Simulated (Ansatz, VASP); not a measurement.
# Cross-check of Sc3B between VASP and Ansatz

Aim: how closely do two programs agree when they are given the same cell, functional and k mesh? The cell is generated by rule, not measured, and may not be a known phase. The cell is taken from a series of runs on this material, whose earlier steps may have relaxed, scaled, displaced or heated it; both programs get it as it stands.

Calculated with Ansatz 0.2.0; plane waves, with VASP 6.6.1 beside it; zone-centre phonons at PBEsol.

The structure was built from a prototype and need not be the compound's stable phase.

### Step 1. Set-up

Symmetry: Pm-3m, No. 221, cubic system. Conventional cell: a = 4.058 Å, b = 4.058 Å, c = 4.058 Å, α = 90.00°, β = 90.00°, γ = 90.00°. Nearest to Sc lie 4 B at 2.87 Å and 8 Sc at 2.87 Å. Nearest to B lie 12 Sc at 2.87 Å. Farther neighbours are not listed.

### Step 2. VASP: zone-centre phonons, PBEsol

Second derivatives magnify differences that forces hide, and they need a tight electronic threshold.

Lines of VASP's logs that name or quote its potential files are left out, and so is its time.

INCAR reads:

```
SYSTEM = Sc3B
PREC = Accurate
ENCUT = 500
EDIFF = 1E-08
NELM = 120
ISMEAR = 1
SIGMA = 0.15
LREAL = .FALSE.
ALGO = Normal
GGA = PS
NBANDS = 24
LASPH = .TRUE.
LORBIT = 11
LWAVE = .FALSE.
LCHARG = .FALSE.
ISIF = 2
IBRION = 8
GGA_COMPAT = .FALSE.
KPAR = 2
```

POSCAR reads:

```
Sc3B
1.0
    4.0584555828      0.0000000000      0.0000000000
    0.0000000000      4.0584555828      0.0000000000
    0.0000000000      0.0000000000      4.0584555828
Sc B
3 1
Direct
    0.0000000000      0.5000000000      0.5000000000
    0.5000000000      0.0000000000      0.5000000000
    0.5000000000      0.5000000000      0.0000000000
    0.0000000000      0.0000000000      0.0000000000
```

KPOINTS reads:

```
Automatic mesh
0
Gamma
10 10 10
0 0 0
```

The projector-augmented-wave data sets are Sc_sv and B (PBE family, release 64).

Started as:

```sh
$ mpirun -np 2 vasp_std
```

Numbers of over 12 decimals in the logs are rounded to 6 here.

Log:

```text
[banner, memory and clock lines left out]
running    2 mpi-ranks, on    1 nodes
 distrk:  each k-point on    1 cores,    2 groups
 distr:  one band on    1 cores,    1 groups

 POSCAR found type information on POSCAR ScB
 POSCAR found :  2 types and       4 ions
|                                                                             |
|               ----> ADVICE to this user running VASP <----                  |
|                                                                             |
|     You enforced a specific xc type in the INCAR file but a different       |
|     [... a line on the potential file left out ...]
|     I HOPE YOU KNOW WHAT YOU ARE DOING!                                     |
|                                                                             |

 LDA part: xc-table for (Slater+PW92), standard interpolation
 POSCAR, INCAR and KPOINTS ok, starting setup
 FFT: planning ... GRIDC
 FFT: planning ... GRID_SOFT
 FFT: planning ... GRID
 WAVECAR not read
 entering main loop
       N       E                     dE             d eps       ncg     rms          rms(c)
DAV:   1     0.647059011010E+03    0.64706E+03   -0.16819E+04  2688   0.162E+03
DAV:   2     0.140052549707E+02   -0.63305E+03   -0.62594E+03  3592   0.696E+02
DAV:   3    -0.281046413100E+02   -0.42110E+02   -0.41399E+02  4384   0.231E+02
DAV:   4    -0.294214180531E+02   -0.13168E+01   -0.12941E+01  4464   0.385E+01
DAV:   5    -0.294452263204E+02   -0.23808E-01   -0.23710E-01  4440   0.624E+00    0.139E+01
DAV:   6    -0.263051846584E+02    0.31400E+01   -0.20342E+01  4224   0.310E+01    0.460E+00
DAV:   7    -0.260965028839E+02    0.20868E+00   -0.75256E-01  4144   0.589E+00    0.260E+00
DAV:   8    -0.260395315579E+02    0.56971E-01   -0.28897E-01  4008   0.337E+00    0.413E-01
DAV:   9    -0.260347760060E+02    0.47556E-02   -0.71216E-02  4336   0.118E+00    0.251E-01
DAV:  10    -0.260333156963E+02    0.14603E-02   -0.86199E-03  4472   0.676E-01    0.439E-02
DAV:  11    -0.260333463567E+02   -0.30660E-04   -0.31460E-04  4368   0.180E-01    0.206E-02
DAV:  12    -0.260333416845E+02    0.46721E-05   -0.69917E-05  4824   0.512E-02    0.659E-03
DAV:  13    -0.260333401480E+02    0.15365E-05   -0.39971E-06  4472   0.136E-02    0.302E-03
DAV:  14    -0.260333398932E+02    0.25474E-06   -0.17094E-06  3488   0.465E-03    0.286E-04
DAV:  15    -0.260333399170E+02   -0.23759E-07   -0.42487E-08  3512   0.179E-03    0.112E-04
DAV:  16    -0.260333399223E+02   -0.53433E-08   -0.23535E-09  2544   0.801E-04
   1 F= -.26033340E+02 E0= -.26031923E+02  d E =-.425051E-02
 Linear response reoptimize wavefunctions to high precision
DAV:   1    -0.260333399248E+02   -0.24424E-08   -0.99878E-10  2616   0.576E-04
DAV:   2    -0.260333399249E+02   -0.62755E-10   -0.56779E-10  2448   0.413E-04
 Linear response DOF=           3
 Linear response progress:
  Degree of freedom:   1/  3
       N       E                     dE             d eps       ncg     rms          rms(c)
RMM:   1    -0.757705955038E+00   -0.75771E+00   -0.66547E+01  6382   0.181E+02
RMM:   2    -0.756360896271E+00    0.13451E-02   -0.19412E-01  9623   0.398E+00    0.117E-01
RMM:   3    -0.756184821907E+00    0.17607E-03   -0.99783E-03 10454   0.807E-01    0.404E-02
RMM:   4    -0.755488433670E+00    0.69639E-03   -0.14808E-03 11285   0.244E-01    0.183E-02
RMM:   5    -0.755160819236E+00    0.32761E-03   -0.23873E-04 12349   0.760E-02    0.714E-03
RMM:   6    -0.755144462976E+00    0.16356E-04   -0.21738E-05 11959   0.294E-02    0.282E-03
RMM:   7    -0.755139964038E+00    0.44989E-05   -0.52534E-06 12794   0.941E-03    0.116E-03
RMM:   8    -0.755149470230E+00   -0.95062E-05   -0.16314E-06 11280   0.366E-03    0.593E-04
RMM:   9    -0.755162609117E+00   -0.13139E-04   -0.77245E-07 12494   0.213E-03    0.128E-04
RMM:  10    -0.755165554088E+00   -0.29450E-05   -0.32317E-07 11298   0.129E-03    0.385E-05
RMM:  11    -0.755167086297E+00   -0.15322E-05   -0.19837E-07 12535   0.916E-04    0.182E-05
RMM:  12    -0.755167110922E+00   -0.24625E-07   -0.12395E-07 11032   0.786E-04    0.114E-05
RMM:  13    -0.755167130388E+00   -0.19467E-07   -0.84550E-08 12153   0.708E-04    0.734E-06
RMM:  14    -0.755167265687E+00   -0.13530E-06   -0.43468E-08 11799   0.665E-04    0.201E-06
RMM:  15    -0.755167257488E+00    0.81990E-08   -0.42716E-08 12910   0.631E-04    0.310E-06
 first order change of Fermi-energy   0.23191E-04
 force on displaced ion       1 direction 1 : -12.562   0.000  -0.000
 Linear response progress:
  Degree of freedom:   2/  3
       N       E                     dE             d eps       ncg     rms          rms(c)
RMM:   1    -0.767567083305E+00   -0.76757E+00   -0.66929E+01 10861   0.180E+02
RMM:   2    -0.763382186588E+00    0.41849E-02   -0.19910E-01 16652   0.406E+00    0.105E-01
RMM:   3    -0.763820946671E+00   -0.43876E-03   -0.98174E-03 18322   0.791E-01    0.399E-02
RMM:   4    -0.763263433188E+00    0.55751E-03   -0.15024E-03 19534   0.234E-01    0.170E-02
RMM:   5    -0.763119546678E+00    0.14389E-03   -0.21667E-04 21956   0.770E-02    0.838E-03
RMM:   6    -0.763149855161E+00   -0.30308E-04   -0.33878E-05 20044   0.359E-02    0.232E-03
RMM:   7    -0.763160742527E+00   -0.10887E-04   -0.13272E-05 21249   0.119E-02    0.129E-03
RMM:   8    -0.763174962276E+00   -0.14220E-04   -0.49077E-06 20039   0.514E-03    0.637E-04
RMM:   9    -0.763189060136E+00   -0.14098E-04   -0.19694E-06 20317   0.309E-03    0.127E-04
RMM:  10    -0.763191663961E+00   -0.26038E-05    0.25218E-07 21628   0.177E-03    0.592E-05
RMM:  11    -0.763193149751E+00   -0.14858E-05    0.10082E-07 20505   0.118E-03    0.307E-05
RMM:  12    -0.763193565059E+00   -0.41531E-06   -0.16504E-07 18893   0.938E-04    0.159E-05
RMM:  13    -0.763193361617E+00    0.20344E-06   -0.18066E-07 20449   0.787E-04    0.112E-05
RMM:  14    -0.763193331142E+00    0.30475E-07   -0.98140E-08 19214   0.708E-04    0.400E-06
RMM:  15    -0.763193280234E+00    0.50908E-07   -0.57881E-08 21193   0.637E-04    0.297E-06
RMM:  16    -0.763193315309E+00   -0.35075E-07   -0.47662E-08 21386   0.597E-04    0.817E-07
RMM:  17    -0.763193314400E+00    0.90851E-09   -0.17958E-08 22999   0.562E-04    0.189E-06
 first order change of Fermi-energy   0.65174E-03
 force on displaced ion       1 direction 2 :   0.000  -3.914   0.000
 Linear response progress:
  Degree of freedom:   3/  3
       N       E                     dE             d eps       ncg     rms          rms(c)
RMM:   1    -0.378648924602E-01   -0.37865E-01    0.30234E-02 11207   0.946E-01
RMM:   2    -0.375209838060E-01    0.34391E-03   -0.15014E-03  9974   0.258E-01    0.735E-02
RMM:   3    -0.375783314437E-01   -0.57348E-04   -0.12987E-03 10347   0.179E-01    0.363E-02
RMM:   4    -0.377838481986E-01   -0.20552E-03   -0.27384E-04 10827   0.799E-02    0.132E-02
RMM:   5    -0.378355302771E-01   -0.51682E-04   -0.39911E-05 11193   0.475E-02    0.431E-03
RMM:   6    -0.378450020358E-01   -0.94718E-05   -0.65841E-06 11605   0.139E-02    0.188E-03
RMM:   7    -0.378375911353E-01    0.74109E-05   -0.99211E-07 10543   0.533E-03    0.790E-04
RMM:   8    -0.378336552788E-01    0.39359E-05   -0.29110E-07 12166   0.196E-03    0.340E-04
RMM:   9    -0.378338683306E-01   -0.21305E-06   -0.48913E-08 11679   0.134E-03    0.886E-05
RMM:  10    -0.378333428089E-01    0.52552E-06   -0.10791E-08 12146   0.381E-04    0.386E-05
RMM:  11    -0.378337512383E-01   -0.40843E-06   -0.57115E-09 11168   0.217E-04    0.125E-05
RMM:  12    -0.378336649764E-01    0.86262E-07   -0.44490E-09 11441   0.147E-04    0.481E-06
RMM:  13    -0.378337040531E-01   -0.39077E-07   -0.45014E-09 12129   0.125E-04    0.164E-06
RMM:  14    -0.378337096499E-01   -0.55968E-08   -0.43112E-09 11716   0.121E-04    0.593E-07
 first order change of Fermi-energy  -0.42206E-03
 force on displaced ion       4 direction 1 :  -1.257   0.000   0.000
 Linear response finished
```

Parts of OUTCAR (step 2):

```text
ion  position               nearest neighbor table
   1  0.000  0.500  0.500-   2 2.87   3 2.87   3 2.87   2 2.87   2 2.87   3 2.87   3 2.87   2 2.87

  LATTYP: Found a simple cubic cell.
 ALAT       =     4.0584555828

 Subroutine GETGRP returns: Found 48 space group operations
 (whereof 48 operations were pure point group operations)

The static configuration has the point symmetry O_h .

 Found     56 irreducible k-points:

   k-points           NKPTS =     56   k-points in BZ     NKDIM =     56   number of bands    NBANDS=     24

   dimension x,y,z NGX =    30 NGY =   30 NGZ =   30
   dimension x,y,z NGXF=    60 NGYF=   60 NGZF=   60

   ENCUT  =  500.0 eV  36.75 Ry    6.06 a.u.   7.40  7.40  7.40*2*pi/ulx,y,z

   NELECT =      36.0000    total number of electrons

 k-points in reciprocal lattice and weights: Automatic mesh
   0.00000000  0.00000000  0.00000000       0.001
   0.10000000  0.00000000  0.00000000       0.006
   0.20000000  0.00000000  0.00000000       0.006
   0.30000000  0.00000000  0.00000000       0.006
   0.40000000  0.00000000  0.00000000       0.006
   0.50000000  0.00000000  0.00000000       0.003
   0.10000000  0.10000000  0.00000000       0.012
   0.20000000  0.10000000  0.00000000       0.024
   0.30000000  0.10000000  0.00000000       0.024
[...]
0.50000000  0.50000000  0.40000000       0.006
   0.50000000  0.50000000  0.50000000       0.001

 average (electrostatic) potential at core
       1 -45.0928       2 -45.0928       3 -45.0928       4 -27.4989

  Total        0.0625801      0.0625801      0.0625801      0.0000000      0.0000000     -0.0000000
  in kB        1.4999082      1.4999082      1.4999082      0.0000000      0.0000000     -0.0000000
  external PRESSURE =       1.4999082 kB  Pullay stress =       0.0000000 kB

  energy-cutoff  :      500.00
  volume of cell :       66.85
      direct lattice vectors                 reciprocal lattice vectors
     4.058455583  0.000000000  0.000000000     0.246399149  0.000000000  0.000000000
     0.000000000  4.058455583  0.000000000     0.000000000  0.246399149  0.000000000
     0.000000000  0.000000000  4.058455583     0.000000000  0.000000000  0.246399149

 POSITION                                       TOTAL-FORCE (eV/Angst)
 -----------------------------------------------------------------------------------
      0.00000      2.02923      2.02923         0.000000      0.000000      0.000000
      2.02923      0.00000      2.02923         0.000000      0.000000      0.000000
      2.02923      2.02923      0.00000         0.000000      0.000000      0.000000
      0.00000      0.00000      0.00000         0.000000      0.000000      0.000000
 -----------------------------------------------------------------------------------
    total drift:                                0.000000      0.000000     -0.000000

 Eigenvectors and eigenvalues of the dynamical matrix
 ----------------------------------------------------

   1 f  =   10.040583 THz    63.086841 2PiTHz  334.917782 cm-1    41.524494 meV
             X         Y         Z           dx          dy          dz
      0.000000  2.029228  2.029228    -0.786586   -0.094106    0.000000
      2.029228  0.000000  2.029228     0.315698    0.234472   -0.000000
      2.029228  2.029228  0.000000     0.315698   -0.094106    0.000000
      0.000000  0.000000  0.000000     0.316777   -0.094427   -0.000000

   2 f  =   10.040583 THz    63.086841 2PiTHz  334.917782 cm-1    41.524494 meV
             X         Y         Z           dx          dy          dz
      0.000000  2.029228  2.029228    -0.000000    0.000000   -0.329425
      2.029228  0.000000  2.029228     0.000000   -0.000000   -0.329425
      2.029228  2.029228  0.000000     0.000000    0.000000    0.820789
      0.000000  0.000000  0.000000     0.000000    0.000000   -0.330552

   3 f  =   10.040583 THz    63.086841 2PiTHz  334.917782 cm-1    41.524494 meV
             X         Y         Z           dx          dy          dz
      0.000000  2.029228  2.029228     0.234472   -0.315698   -0.000000
      2.029228  0.000000  2.029228    -0.094106    0.786586   -0.000000
      2.029228  2.029228  0.000000    -0.094106   -0.315698    0.000000
      0.000000  0.000000  0.000000    -0.094427   -0.316777   -0.000000

   4 f  =    4.614024 THz    28.990769 2PiTHz  153.907279 cm-1    19.082062 meV
             X         Y         Z           dx          dy          dz
      0.000000  2.029228  2.029228    -0.003171   -0.006492    0.287389
      2.029228  0.000000  2.029228     0.006847    0.003007    0.287389
      2.029228  2.029228  0.000000     0.006847   -0.006492   -0.133108
      0.000000  0.000000  0.000000    -0.021522    0.020405   -0.903339

   5 f  =    4.614024 THz    28.990769 2PiTHz  153.907279 cm-1    19.082062 meV
             X         Y         Z           dx          dy          dz
      0.000000  2.029228  2.029228    -0.091764   -0.208181   -0.009423
      2.029228  0.000000  2.029228     0.198124    0.096422   -0.009423
      2.029228  2.029228  0.000000     0.198124   -0.208181    0.004364
      0.000000  0.000000  0.000000    -0.622756    0.654369    0.029618

   6 f  =    4.614024 THz    28.990769 2PiTHz  153.907279 cm-1    19.082062 meV
             X         Y         Z           dx          dy          dz
      0.000000  2.029228  2.029228     0.096469   -0.198242    0.000484
      2.029228  0.000000  2.029228    -0.208282    0.091819    0.000484
      2.029228  2.029228  0.000000    -0.208282   -0.198242   -0.000224
      0.000000  0.000000  0.000000     0.654685    0.623126   -0.001522

   7 f  =    4.141505 THz    26.021843 2PiTHz  138.145737 cm-1    17.127881 meV
             X         Y         Z           dx          dy          dz
      0.000000  2.029228  2.029228    -0.000000   -0.502374    0.020142
      2.029228  0.000000  2.029228     0.497207    0.000000   -0.020142
      2.029228  2.029228  0.000000    -0.497207    0.502374    0.000000
      0.000000  0.000000  0.000000    -0.000000    0.000000    0.000000

   8 f  =    4.141505 THz    26.021843 2PiTHz  138.145737 cm-1    17.127881 meV
             X         Y         Z           dx          dy          dz
      0.000000  2.029228  2.029228    -0.000000   -0.296611    0.555175
      2.029228  0.000000  2.029228    -0.322184   -0.000000   -0.555175
      2.029228  2.029228  0.000000     0.322184    0.296611   -0.000000
      0.000000  0.000000  0.000000    -0.000000    0.000000    0.000000

   9 f  =    4.141505 THz    26.021843 2PiTHz  138.145737 cm-1    17.127881 meV
             X         Y         Z           dx          dy          dz
      0.000000  2.029228  2.029228    -0.000000   -0.399553   -0.437464
      2.029228  0.000000  2.029228    -0.385983   -0.000000    0.437464
      2.029228  2.029228  0.000000     0.385983    0.399553    0.000000
      0.000000  0.000000  0.000000    -0.000000   -0.000000    0.000000

  10 f/i=    0.003491 THz     0.021935 2PiTHz    0.116452 cm-1     0.014438 meV
             X         Y         Z           dx          dy          dz
      0.000000  2.029228  2.029228     0.285288    0.474300    0.048867
      2.029228  0.000000  2.029228     0.285394    0.474124    0.048867
      2.029228  2.029228  0.000000     0.285394    0.474300    0.048849
      0.000000  0.000000  0.000000     0.139553    0.231925    0.023895

  11 f/i=    0.003491 THz     0.021935 2PiTHz    0.116452 cm-1     0.014438 meV
             X         Y         Z           dx          dy          dz
      0.000000  2.029228  2.029228    -0.471188    0.272063    0.112234
      2.029228  0.000000  2.029228    -0.471363    0.271963    0.112234
      2.029228  2.029228  0.000000    -0.471363    0.272063    0.112192
      0.000000  0.000000  0.000000    -0.230489    0.133035    0.054881

  12 f/i=    0.003491 THz     0.021935 2PiTHz    0.116452 cm-1     0.014438 meV
             X         Y         Z           dx          dy          dz
      0.000000  2.029228  2.029228    -0.071843    0.099092   -0.542045
      2.029228  0.000000  2.029228    -0.071870    0.099055   -0.542045
      2.029228  2.029228  0.000000    -0.071870    0.099092   -0.541845
      0.000000  0.000000  0.000000    -0.035143    0.048454   -0.265052

 ELASTIC MODULI CONTR FROM IONIC RELAXATION (kBar)
 Direction    XX          YY          ZZ          XY          YZ          ZX
 --------------------------------------------------------------------------------
 XX           0.0000      0.0000      0.0000      0.0000      0.0000      0.0000
 YY           0.0000      0.0000      0.0000      0.0000      0.0000      0.0000
 ZZ           0.0000      0.0000      0.0000      0.0000      0.0000      0.0000
 XY           0.0000      0.0000      0.0000      0.0000      0.0000      0.0000
 YZ           0.0000      0.0000      0.0000      0.0000      0.0000      0.0000
 ZX           0.0000      0.0000      0.0000      0.0000      0.0000      0.0000
 --------------------------------------------------------------------------------
```

Energies printed during the response cycles are not total energies of the cell. The PAW data sets were made with PBE, which is usual practice but a small mismatch for other functionals.

[end of part 1 of 2]

[Lines on the potential files, build, host, timing and source positions are cut from VASP's logs without a mark.]

[Logs are printed without paths, hosts, clocks, repeated set-up lines and the standing remarks that a program may print on its own settings, such as how far it seeks lower states.]

[Hosts, paths, dates, database ids (printed as entryN), source tags and the programs' standing remarks are cut or masked in the printed files.]
